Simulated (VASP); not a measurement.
Method: rev-vdW-DF2, VASP's PBE PAW potentials (set 64) (plane waves; VASP).

The input files of a VASP run:

INCAR:
```
! general
SYSTEM   = Se
PREC     = Accurate
ENCUT    = 520
LREAL    = .False.
LASPH    = .True.

! electronic loop
EDIFF    = 1E-6
NELM     = 100
ALGO     = Normal
LMAXMIX  = 4

! smearing
ISMEAR   = 0
SIGMA    = 0.05

! functional
GGA      = MK
LUSE_VDW = .True.
AGGAC    = 0.0
PARAM1   = 0.1234568
PARAM2   = 0.7114
ZAB_VDW  = -1.8867

! ions
IBRION   = 2
NSW      = 60
ISIF     = 3
EDIFFG   = -0.02

! output
LWAVE    = .False.
LCHARG   = .False.
```

POSCAR:
```
Se
1.0
  2.0440240241  -3.5403534499   0.0000000000
  2.0440240241   3.5403534499   0.0000000000
  0.0000000000   0.0000000000   5.0758695168
Se
3
Cart
  2.5483017974  -2.6669187283   3.3839147032
  3.0794925016  -0.0000000000   5.0758695168
  2.5483017974   2.6669187283   1.6919548136
```

File KPOINTS:
```
Automatic mesh
0
Gamma
6 6 4
0 0 0
```

POTCAR, in this order: Se (PBE.64 set). Program: vasp_std.

Energy and stress use the plane-wave basis of the starting cell.

Predict the energy per atom (σ→0), volume per atom, band gap (on the k-mesh).

```
Quantity                          Result
------------------------  --------------
energy per atom (σ→0)     -2.117 eV/atom
band gap (on the k-mesh)         0.51 eV
volume per atom           25.25 Å^3/atom
```

File OSZICAR:
```
...
       N       E                     dE             d eps       ncg     rms          rms(c)
DAV:   1    -0.635224438308E+01   -0.65937E-03   -0.91714E-02   624   0.195E+00    0.142E-01
DAV:   2    -0.635216632365E+01    0.78059E-04   -0.39950E-03   744   0.430E-01    0.773E-02
DAV:   3    -0.635202100402E+01    0.14532E-03   -0.26077E-04   669   0.102E-01    0.268E-02
DAV:   4    -0.635201267670E+01    0.83273E-05   -0.36355E-05   739   0.396E-02    0.116E-02
DAV:   5    -0.635201442297E+01   -0.17463E-05   -0.20842E-06   440   0.112E-02    0.145E-03
DAV:   6    -0.635201458021E+01   -0.15724E-06   -0.15771E-07   327   0.344E-03
   5 F= -.63520146E+01 E0= -.63520146E+01  d E =-.834307E-03
```

The compound is Se in the trig structure. This run relaxes it. Symmetry was kept, so distortions that lower it aren't found.
